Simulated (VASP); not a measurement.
Given:

```yaml
crystal:
  lattice:
    - [-2.14602, 2.14602, 2.14602]
    - [2.14602, -2.14602, 2.14602]
    - [2.14602, 2.14602, -2.14602]
  atoms:
    - { symbol: Eu, position: [0.00000, 0.00000, 0.00000] }
```

The numbers are results of vdW-DF-cx, VASP's PBE PAW potentials (set 64) (plane waves; VASP 6.6.1), not measurements. Run with 520 eV cut-off, 13×13×13 Γ-centred mesh, tetrahedra with Blöchl corrections, potentials Eu_2.

The 4f electrons are frozen in the core of the lanthanide potential, so 4f levels, which can set the real gap, and their magnetism are missing.

Question: Tabulate the total density of states (states/eV per cell) against energy (eV; zero at the valence-band maximum or, without a gap, the Fermi level).

Answer: 
(E (eV), DOS (states/eV)): (-9.91, 0.00); (-9.69, 0.00); (-9.47, 0.00); (-9.26, 0.00); (-9.04, 0.00); (-8.82, 0.00); (-8.60, 0.00); (-8.38, 0.00); (-8.06, 0.00); (-7.84, 0.00); (-7.62, 0.00); (-7.40, 0.00); (-7.18, 0.00); (-6.97, 0.00); (-6.75, 0.00); (-6.53, 0.00); (-6.31, 0.00); (-6.09, 0.00); (-5.88, 0.00); (-5.66, 0.00); (-5.44, 0.00); (-5.22, 0.00); (-5.00, 0.00); (-4.68, 0.00); (-4.46, 0.00); (-4.24, 0.00); (-4.02, 0.00); (-3.81, 0.03); (-3.59, 0.07); (-3.37, 0.10); (-3.15, 0.13); (-2.93, 0.16); (-2.71, 0.19); (-2.50, 0.22); (-2.28, 0.26); (-2.06, 0.30); (-1.84, 0.36); (-1.52, 0.49); (-1.30, 0.64); (-1.08, 0.94); (-0.86, 0.94); (-0.64, 0.93); (-0.42, 1.36); (-0.21, 1.34); (0.01, 0.85); (0.23, 0.56); (0.45, 0.61); (0.67, 0.98); (0.88, 2.69); (1.10, 3.06); (1.32, 2.64); (1.54, 1.81); (1.86, 1.22); (2.08, 1.02); (2.30, 0.87); (2.52, 0.51); (2.74, 0.25); (2.96, 0.54); (3.17, 0.94); (3.39, 1.03)
Within 2 eV below the Fermi level the largest weight inside VASP's projection spheres is Eu d, then Eu s.

The compound is Eu in the bcc structure. It was relaxed first, which changed the volume by -18 %.
